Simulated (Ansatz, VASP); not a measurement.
# AsN in two plane-wave programs

Aim: how closely do two programs agree when they are given the same cell, functional and k mesh? The cell is invented: As first built, before any earlier steps moved the atoms (in the runner's words): it takes the AsP structure with some of its atoms replaced by other elements, volume scaled by an estimate. It may not be a known or stable phase. The cell is taken from a series of VASP runs on this material, whose earlier steps may have relaxed, scaled or displaced it; both programs get it as it stands.

Program: Ansatz 0.2.0. Level of theory: plane waves, with VASP 6.6.1 beside it; electric field gradients at PBEsol with D3(BJ). Results are calculated unless marked as measured.

## Step 1: Set-up

It takes space group R3m (No. 160, trigonal). Conventional cell: a = 2.971 Å, b = 2.971 Å, c = 10.656 Å, α = 90.00°, β = 90.00°, γ = 120.00°. Nearest to As lie 3 N at 1.97 Å. N has 3 As at 1.97 Å nearest. As first built, before any earlier steps moved the atoms (in the runner's words): sites of the AsP structure (space group 160) filled with other elements, volume scaled by an estimate. Farther neighbours and most contacts between anions are not listed.

Structure file:

```xyz
2
Lattice="1.4857 0.8578 3.5519 -1.4857 0.8578 3.5519 0.0000 -1.7155 3.5519" Properties=species:S:1:pos:R:3 pbc="T T T"
As    0.0000    0.0000    2.2578
N     0.0000    0.0000    8.3981
```

## Step 2: VASP: electric field gradients, PBEsol with D3(BJ)

Field gradients test the density near the nuclei, where the PAW reconstruction matters most.

Lines of VASP's logs that name or quote its potential files are left out, and so is its time.

INCAR

```
SYSTEM = AsN
PREC = Accurate
ENCUT = 520
EDIFF = 1E-07
NELM = 100
ISMEAR = 0
SIGMA = 0.05
LREAL = .FALSE.
ALGO = Normal
GGA = PS
IVDW = 12
NBANDS = 11
LORBIT = 11
LWAVE = .FALSE.
LCHARG = .FALSE.
LEFG = .TRUE.
LASPH = .TRUE.
```

POSCAR

```
AsN
1.0
    1.4856801421      0.8577579820      3.5519456232
   -1.4856801421      0.8577579820      3.5519456232
    0.0000000000     -1.7155159640      3.5519456232
As N
1 1
Direct
    0.2118819630      0.2118819630      0.2118819630
    0.7881180370      0.7881180370      0.7881180370
```

KPOINTS

```
Automatic mesh
0
Gamma
8 8 8
0 0 0
```

PAW data sets: As and N (PBE family, release 64).

Run with:

```console
$ mpirun -np 1 vasp_std
```

Numbers of over 12 decimals in the logs are rounded to 6 here.

The program printed:

```text
[banner, memory and clock lines left out]
running    1 mpi-ranks, on    1 nodes
 distrk:  each k-point on    1 cores,    1 groups
 distr:  one band on    1 cores,    1 groups

 POSCAR found type information on POSCAR AsN
 POSCAR found :  2 types and       2 ions
|                                                                             |
|               ----> ADVICE to this user running VASP <----                  |
|                                                                             |
|     You enforced a specific xc type in the INCAR file but a different       |
|     [... a line on the potential file left out ...]
|     I HOPE YOU KNOW WHAT YOU ARE DOING!                                     |
|                                                                             |

 LDA part: xc-table for (Slater+PW92), standard interpolation
 POSCAR, INCAR and KPOINTS ok, starting setup
 FFT: planning ... GRIDC
 FFT: planning ... GRID_SOFT
 FFT: planning ... GRID
 WAVECAR not read
 entering main loop
       N       E                     dE             d eps       ncg     rms          rms(c)
DAV:   1     0.274587987852E+02    0.27459E+02   -0.50101E+03  1438   0.803E+02
DAV:   2    -0.124011706107E+02   -0.39860E+02   -0.38190E+02  1866   0.158E+02
DAV:   3    -0.139181341460E+02   -0.15170E+01   -0.15135E+01  1767   0.310E+01
DAV:   4    -0.139239962034E+02   -0.58621E-02   -0.58615E-02  1577   0.216E+00
DAV:   5    -0.139240158945E+02   -0.19691E-04   -0.19691E-04  1736   0.123E-01    0.805E+00
DAV:   6    -0.126743584459E+02    0.12497E+01   -0.11903E+01  1627   0.181E+01    0.360E+00
DAV:   7    -0.125812503972E+02    0.93108E-01   -0.78193E-01  1496   0.578E+00    0.232E+00
DAV:   8    -0.125640042710E+02    0.17246E-01   -0.10961E-01  1607   0.250E+00    0.437E-01
DAV:   9    -0.125609900009E+02    0.30143E-02   -0.17866E-02  1583   0.792E-01    0.142E-01
DAV:  10    -0.125610477559E+02   -0.57755E-04   -0.95471E-04  1655   0.244E-01    0.181E-02
DAV:  11    -0.125610525081E+02   -0.47522E-05   -0.18362E-05  1658   0.336E-02    0.969E-03
DAV:  12    -0.125610555962E+02   -0.30882E-05   -0.29481E-06  1640   0.146E-02    0.390E-03
DAV:  13    -0.125610555283E+02    0.67934E-07   -0.19858E-07  1646   0.350E-03
ion   1
     0.0000000    -0.0000000     0.0000000     2.2667028    -0.0000000    -0.0000030
     0.0000490    -0.0000000     0.0000000     2.2667028    -0.0000000    -0.0000030
     0.0000675    -0.0000000     0.0000000     2.2667028    -0.0000000    -0.0000030
     0.0000929    -0.0000000     0.0000000     2.2667028    -0.0000000    -0.0000030
     0.0001280    -0.0000000     0.0000000     2.2667027    -0.0000000    -0.0000030

     0.0000000    -0.0000000     0.0000005   131.3081214    -0.0000000    -0.0001424
     0.0000490    -0.0000000     0.0000005   131.3030751    -0.0000000    -0.0001423
     0.0000675    -0.0000000     0.0000005   131.3002427    -0.0000000    -0.0001423
     0.0000929    -0.0000000     0.0000005   131.2956505    -0.0000000    -0.0001423
     0.0001280    -0.0000000     0.0000005   131.2882427    -0.0000000    -0.0001423

ion   2
     0.0000000     0.0000000    -0.0000000    13.4961807    -0.0000000    -0.0000314
     0.0000281     0.0000000    -0.0000000    13.4961806    -0.0000000    -0.0000314
     0.0000381     0.0000000    -0.0000000    13.4961805    -0.0000000    -0.0000314
     0.0000517     0.0000000    -0.0000000    13.4961804    -0.0000000    -0.0000314
     0.0000701     0.0000000    -0.0000000    13.4961801    -0.0000000    -0.0000314

     0.0000000     0.0000000    -0.0000000    30.7748333    -0.0000000    -0.0000638
     0.0000281     0.0000000    -0.0000000    30.7748284    -0.0000000    -0.0000638
     0.0000381     0.0000000    -0.0000000    30.7748251    -0.0000000    -0.0000638
     0.0000517     0.0000000    -0.0000000    30.7748197    -0.0000000    -0.0000638
     0.0000701     0.0000000    -0.0000000    30.7748108    -0.0000000    -0.0000638

   1 F= -.13041238E+02 E0= -.13041002E+02  d E =-.473158E-03
```

OUTCAR, selected parts (step 2):

```text
ion  position               nearest neighbor table
   1  0.212  0.212  0.212-   2 1.97   2 1.97   2 1.97
   2  0.788  0.788  0.788-   1 1.97   1 1.97   1 1.97

  LATTYP: Found a trigonal (rhomboedric) cell.
 ALAT       =     3.9445293700
 COS(alpha) =     0.7162797400

 Subroutine GETGRP returns: Found  6 space group operations
 (whereof  6 operations were pure point group operations)

The static configuration has the point symmetry C_3v.

 Found     65 irreducible k-points:

   k-points           NKPTS =     65   k-points in BZ     NKDIM =     65   number of bands    NBANDS=     11

   dimension x,y,z NGX =    30 NGY =   30 NGZ =   30
   dimension x,y,z NGXF=    60 NGYF=   60 NGZF=   60

   ENCUT  =  520.0 eV  38.22 Ry    6.18 a.u.   7.33  7.33  7.33*2*pi/ulx,y,z

   NELECT =      10.0000    total number of electrons

 k-points in reciprocal lattice and weights: Automatic mesh
   0.00000000  0.00000000  0.00000000       0.002
   0.12500000  0.00000000 -0.00000000       0.012
   0.25000000  0.00000000 -0.00000000       0.012
   0.37500000  0.00000000  0.00000000       0.012
   0.50000000  0.00000000 -0.00000000       0.006
   0.12500000  0.12500000 -0.00000000       0.012
   0.25000000  0.12500000  0.00000000       0.023
   0.37500000  0.12500000 -0.00000000       0.023
   0.50000000  0.12500000 -0.00000000       0.023
[...]
-0.37500000  0.50000000  0.37500000       0.012
   0.50000000  0.50000000  0.50000000       0.002

 average (electrostatic) potential at core
       1 -49.6765       2 -63.5480

 E-fermi :   6.2923

 k-point     1 :       0.0000    0.0000    0.0000
  band No.  band energies     occupation
      1     -13.2115      2.00000
      2      -1.5192      2.00000
      3       2.5242      2.00000
      4       3.1373      2.00000
      5       3.1373      2.00000
      6       8.2963      0.00000
      7      11.3815      0.00000
      8      11.3815      0.00000
      9      16.3746      0.00000
     10      19.1276      0.00000
    ...

 k-point     2 :       0.1250    0.0000   -0.0000
  band No.  band energies     occupation
      1     -12.9213      2.00000
      2      -1.6901      2.00000
      3       1.9207      2.00000
      4       2.8328      2.00000
      5       2.9990      2.00000
      6       8.9866      0.00000
      7      10.5370      0.00000
      8      11.5086      0.00000
      9      15.4207      0.00000
     10      17.8738      0.00000
    ...

 k-point     3 :       0.2500    0.0000   -0.0000
  band No.  band energies     occupation
      1     -12.0814      2.00000
      2      -2.7871      2.00000
      3       0.8918      2.00000
      4       2.1974      2.00000
      5       3.7235      2.00000
      6       7.9550      0.00000
      7      10.4227      0.00000
      8      11.4956      0.00000
      9      14.6108      0.00000
     10      16.7593      0.00000
    ...

 Edisp (eV)   -0.48018

  Total      -0.02241    -0.02241    -0.00374     0.00000     0.00000     0.00000
  in kB      -1.32216    -1.32216    -0.22083     0.00000     0.00000     0.00000
  external pressure =       -0.96 kB  Pullay stress =        0.00 kB

  energy-cutoff  :      520.00
  volume of cell :       27.16
      direct lattice vectors                 reciprocal lattice vectors
     1.485680142  0.857757982  3.551945623     0.336546196  0.194305002  0.093845281
    -1.485680142  0.857757982  3.551945623    -0.336546196  0.194305002  0.093845281
     0.000000000 -1.715515964  3.551945623     0.000000000 -0.388610005  0.093845281

 POSITION                                       TOTAL-FORCE (eV/Angst)
 -----------------------------------------------------------------------------------
      0.00000      0.00000      2.25778         0.000000     -0.000000     -0.011267
      0.00000      0.00000      8.39806         0.000000      0.000000      0.011267
 -----------------------------------------------------------------------------------
    total drift:                               -0.000000      0.000009     -0.000256

  FREE ENERGIE OF THE ION-ELECTRON SYSTEM (eV)
  ---------------------------------------------------
  free  energy   TOTEN  =       -13.0412381313 eV

  energy  without entropy=      -13.0407649732  energy(sigma->0) =      -13.04100155

 Electric field gradients after diagonalization (V/A^2)
 (convention: |V_zz| > |V_xx| > |V_yy|)
----------------------------------------------------------------------
 ion       V_xx      V_yy      V_zz     asymmetry (V_yy - V_xx)/ V_zz
----------------------------------------------------------------------
   1      82.969    82.969  -165.938       0.000
   2      19.088    19.088   -38.176       0.000
----------------------------------------------------------------------

 total charge
# of ion       s       p       d       tot
------------------------------------------
    1        1.309   1.294   0.125   2.728
    2        1.291   2.343   0.000   3.634
--------------------------------------------------
tot          2.599   3.637   0.125   6.362

[... 3 further parts left out ...]
```

The run ends at a pressure of -0.10 GPa, with forces up to 0.011 eV/Å.

## Step 3: Ansatz: electric field gradients, PBEsol with D3(BJ)

Ansatz runs on its default PAW (the set named soft_2) files.

The same cell, functional, mesh and smearing now go to Ansatz, which takes its cutoff from its data sets.

input.yaml

```yaml
crystal:
  lattice:
    - [1.4856801421, 0.857757982, 3.5519456232]
    - [-1.4856801421, 0.857757982, 3.5519456232]
    - [0.0, -1.715515964, 3.5519456232]
  atoms:
    - { symbol: As, position: [0.211881963, 0.211881963, 0.211881963] }
    - { symbol: "N", position: [0.788118037, 0.788118037, 0.788118037] }
hamiltonian:
  xc: pbesol
  pseudopotentials: { kind: paw }
  dispersion: d3bj
kpoints:
  mp_grid: { grid: [8, 8, 8] }
scf:
  occupations: { method: gaussian, width: 0.05 }
  n_extra_bands: 4
output:
  forces: true
  stress: true
  eigenvalues: true
  efg: {}
  write_density: true
  write_potential: true
  elf: true
  volumetric_format: npy
```

Run with:

```console
$ ansatz run input.yaml --threads 2 --pin off --max-ram 4608MiB --backend cpu --events-out ev --progress --plain --runs-dir out
```

The program printed:

```text
Warning: crystal.lattice misses the space group found at crystal.symmetry.tolerance 1.0e-5 in a digit that the deck types, which is why this is a warning: making the lattice exact moves one of its numbers by a whole unit of that number's last typed decimal, or more. The operation that it misses by the most changes a squared length by the fraction 3.07e-7. The run uses the lattice that is a stretch of the typed one, w [...]
scf.n_extra_bands = 4 over 10 filled bands (N_el = 20.0): the run solves 14 bands
Engine: ansatz 0.2.0, aarch64-unknown-linux-gnu
Pseudopotentials: kind: paw
Pseudopotential: As, paw, valence charge 15, recommended cutoff 420 eV (normal), As.paw.azcp
Pseudopotential: N, paw, valence charge 5, recommended cutoff 420 eV (normal), N.paw.azcp
Functional definition: PBEsol
  exchange = pbesol_x
  correlation = pbesol_c
Crystal: 2 atoms, lattice volume = 27.159 Å³
Basis set: ecut = 420 eV, 521 PW (Γ), exchange–correlation on 54×54×54 points (8 copies of the dense FFT grid, shifted against one another)
Bands: 14, of which v1, the nominal top of the filled ones, is band 10 counted from 1 (9 counted from 0)
Symmetry: 6 space group operations
Space group: R3m (ITA 160), of the structure as read, at distance tolerance 3.0e-5 Å
k-points: 65 of 512 (time reversal used)
Non-local potential: As, projectors of the file, l = 0: 2, l = 1: 2, l = 2: 3, l = 3: 1
Non-local potential: N, projectors of the file, l = 0: 2, l = 1: 2, l = 2: 1
PAW form: soft (Blöchl's): semilocal exchange-correlation on the pseudo side does not see the compensation charge
PAW frozen core: As, regenerated for the run's functional, and the local potential with it (the file was generated under x = pbe(κ = 0.804, μ = 0.219515), c = pbe(β = 0.066725))
PAW frozen core: N, regenerated for the run's functional, and the local potential with it (the file was generated under x = pbe(κ = 0.804, μ = 0.219515), c = pbe(β = 0.066725))
PAW one-centre angular grid: As, 590 points (default); XC on 64 Gauss nodes
PAW one-centre angular grid: N, 110 points (default); XC on 64 Gauss nodes
Initial density: superposition of atomic densities (neutral atoms: chi_scale 0, normalization atom), corrected by the library's trained network
Initial wavefunctions: pseudopotential atomic-orbital guess
Functional: x = pbesol(κ = 0.804, μ = 0.123457), c = pbesol(β = 0.046)
SCF iter   1: F=—  HF=-5190.846817 eV  |F-HF|=—  |Δ(HF+E_count)|=         —  Δρ=1.11e-2  dr2=3.30e-2  ethr=1.77e-3  ⟨swp⟩=5.1  Hψ=5085  notcnv=0
preconditioner: auto → none  [insulator: Δε(μ)=0.193 eV  Ē_g=13.278 eV  σ=0.050 eV  W_gap=0.75  n_scr=8 (ndim 8)  ℏωp=22.5 eV  f_vac=0.007  D(μ)=0.51/eV (n_scr^D=2)  ε∞_Penn≈3.9]
SCF iter   2: F=—  HF=-5190.840349 eV  |F-HF|=—  |Δ(HF+E_count)|=   6.47e-3  Δρ=4.63e-3  dr2=5.86e-3  ethr=1.65e-4  ⟨swp⟩=2.0  Hψ=1678  notcnv=0
SCF iter   3: F=—  HF=-5190.839247 eV  |F-HF|=—  |Δ(HF+E_count)|=   1.10e-3  Δρ=6.69e-4  dr2=1.09e-4  ethr=2.93e-5  ⟨swp⟩=2.0  Hψ=1057  notcnv=0
SCF iter   4: F=—  HF=-5190.839233 eV  |F-HF|=—  |Δ(HF+E_count)|=   1.39e-5  Δρ=1.58e-4  dr2=4.21e-6  ethr=5.45e-7  ⟨swp⟩=2.6  Hψ=1499  notcnv=0
SCF iter   5: F=—  HF=-5190.839235 eV  |F-HF|=—  |Δ(HF+E_count)|=   2.01e-6  Δρ=2.48e-5  dr2=9.27e-8  ethr=2.11e-8  ⟨swp⟩=2.9  Hψ=1569  notcnv=0
SCF iter   6: F=-5190.839235 eV  HF=-5190.839235 eV  |F-HF|=9.89e-9  |Δ(HF+E_count)|=   1.56e-8  Δρ=7.25e-6  dr2=4.93e-9  ethr=4.64e-10  ⟨swp⟩=8.0  Hψ=5860  notcnv=0
SCF 1 converged in 6 iterations: F = -5190.839235 eV  dr2 = 4.93e-9
  greatest PAW one-centre occupation: 1.000 electrons in one spin orbital (limit 2), on the As atom at site 0 (counted from 0), in its partial waves of l = 2
SCF converged after 6 iterations
Free energy (F): -5190.839235 eV
Harris-Foulkes:  -5190.839235 eV  (|F-HF|=9.89e-9)
Internal energy: -5190.838768 eV  (E = F + TS)
E sigma→0 (E₀):  -5190.839002 eV
Entropy (-TS):   -0.000466 eV (-0.233 meV/atom)
Fermi energy:    11.266119 eV
--- Per-component energies (eV) ---
  E_band       = -227.165664
  E_kinetic    = 230.835752
  E_local      = -1871.582978  (includes V_loc(G=0)·N_el)
  E_nonlocal   = -620.927907
  E_hartree    = 988.463927
  E_xc         = -137.849091
  E_vxc        = -154.712213  (∫ρ·V_xc dr)
  E_paw        = -1915.021866  (= ΣΔE_a)
  E_vpaw       = 212.293249  (= ΣTr[D̂ρ^β])
  E_aug_tail   = 0.000092  (compensation charges beyond the density's cutoff)
  E_ewald      = -1865.270917
  E_disp       = -0.480308  (pairwise vdW)
  E_core_change = 0.994528  (= ΣΔE_core)
  E_smearing   = -0.000466  (= −TS)
  E_closure    = -0.000000  (closes the sum)
  Σ components = -5190.839235   (vs F -5190.839235, Δ=0.00e0)
--- Forces (eV/Å), atoms counted from 1 ---
  atom   1  As     0.00000000    -0.00000000    -0.14117282
  atom   2  N      0.00000000     0.00000000     0.14118579
  max |Σ_I F_I| component: 1.30e-5 eV/Å
--- Stress (GPa, compression-positive) ---
       -1.204889       0.000000       0.000000
        0.000000      -1.204889       0.000000
       -0.000000       0.000000      -0.694908
  P = ⅓ Tr σ = -1.0349 GPa (-10.349 kbar)
--- PAW observables at the nuclei: V_zz in 10²¹ V/m², potentials from the cell's mean, atoms counted from 1 ---
  atom   1  As V_zz =   -18.026497   η = 0.0000   by run symmetry: allowed
            electrostatic potential = -4515.026144 V   contact ρ = none
  atom   2  N  V_zz =    -3.866105   η = 0.0000   by run symmetry: allowed
            electrostatic potential = -515.895132 V   contact ρ = none
--- Band table (eV; the first three rows and the last of 65) ---
  k-point 0: bands = [... 6 lower, 3.4324, 7.5009, 8.1324, 8.1324, 13.3035, 16.3577, 16.3577, 21.3973]
  k-point 1: bands = [... 6 lower, 3.2652, 6.9156, 7.8279, 7.9750, 13.9890, 15.5117, 16.4809, 20.4516]
  k-point 2: bands = [... 6 lower, 2.1884, 5.8743, 7.1932, 8.6949, 12.9349, 15.4126, 16.4641, 19.6374]
  k-point 64: bands = [... 6 lower, 0.5905, 8.1480, 8.1480, 11.0753, 12.8851, 15.7705, 15.7705, 22.5264]
```

The job ended after 2.3 s (2 threads of Arm Neoverse V2, shared host; peak memory 0.34 GiB).

The run ends at a pressure of -1.03 GPa, with forces up to 0.14 eV/Å.

## Step 4: Differences

Known differences besides the potentials themselves: Ansatz adds the response of the frozen cores to the gradients, VASP leaves it out; the data sets hold 20 valence electrons in Ansatz (default PAW (the set named soft_2) files) and 10 in VASP; the cutoff is 420 eV in Ansatz and 520 eV in VASP. Total energies have different zeros and are not compared.

The two programs side by side:

```csv
quantity,Ansatz,VASP,difference
pressure (GPa),-1.03,-0.10,-0.94
pressure without Ansatz's Pulay correction (GPa),-1.40,-0.10,-1.31
Vzz at As1 (V/Å²),-180.3,-165.9,-14.3
Vzz at N2 (V/Å²),-38.7,-38.2,-0.5
```

At this near-relaxed geometry the largest component of a force difference is 130 meV/Å. Ansatz's pressure holds a Pulay correction of 0.37 GPa; VASP's holds none.

## Step 5: Other set-ups

Further runs change the set-up of one program: Ansatz's method, potentials or start, or VASP's data sets, cutoff or form of LDA. The table gives Ansatz less VASP for each quantity, since a change that brings one quantity closer may part another.

```csv
run,r.m.s. force difference (meV/Å),pressure (GPa),Vzz at As1 (V/Å²),Vzz at N2 (V/Å²),pressure without Ansatz's Pulay correction (GPa)
as above,75,-0.94,-14,-0.48,-1.3
cores kept as stored,73,-0.89,-5.8,-1.6,-1.2
Ansatz's larger PAW set (cutoff 900 eV),81,-0.95,-16,-0.095,-1.1
```

## Step 6: Summary of results

```yaml
r_m_s_force_difference_electric_field_gradients_pbesol_with_d3_bj: 75 meV/Å
difference_in_pressure_electric_field_gradients_pbesol_with_d3_bj: -0.94 GPa
```

**Reading.** The r.m.s. force difference is 75 meV/Å (electric field gradients, PBEsol with D3(BJ)), beyond the 12 meV/Å picked in this series as the mark of a large difference. Electric field gradients, PBEsol with D3(BJ), cores kept as stored: the difference in Vzz at As1 goes from -14 to -5.8 V/Å²; the difference in Vzz at N2 goes from -0.48 to -1.6 V/Å². Electric field gradients, PBEsol with D3(BJ), Ansatz's larger PAW set (cutoff 900 eV): the difference in Vzz at N2 goes from -0.48 to -0.095 V/Å². 1 further run of this series is not shown here. How closely two codes agree says nothing of how well the functional describes the real material.

[Lines on the potential files, build, host, timing and source positions are cut from VASP's logs without a mark.]

[Logs are printed without paths, hosts, clocks, repeated set-up lines and the standing remarks that a program may print on its own settings, such as how far it seeks lower states.]

[Hosts, paths, dates, database ids (printed as entryN), source tags and the programs' standing remarks are cut or masked in the printed files.]
